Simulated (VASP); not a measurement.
Consider the following.

```xyz
2
Lattice="0.0000 2.9811 2.9811 2.9811 0.0000 2.9811 2.9811 2.9811 0.0000" Properties=species:S:1:pos:R:3 pbc="T T T"
Ge     0.0000     0.0000     0.0000
Ge     1.4906     1.4906     1.4906
```

Method: vdW-DF2, VASP's PBE PAW potentials (set 64) (plane waves; VASP 6.6.1). Run with 520 eV cut-off, 12×12×12 Γ-centred mesh, tetrahedra with Blöchl corrections, potentials Ge_d.

### Question
What does the run give for the energy per atom (σ→0), band gap (on the k-mesh) with the smallest direct gap where there is one?

### Answer

```json
{
 "band gap (on the k-mesh)": "none (metal, semimetal or under 0.01 eV)",
 "energy per atom (σ→0)": "-0.847 eV/atom"
}
```

Only differences to runs with the same potentials and settings are physical.

The compound is Ge in the diamond structure. It was relaxed first, which changed the volume by +17 %.
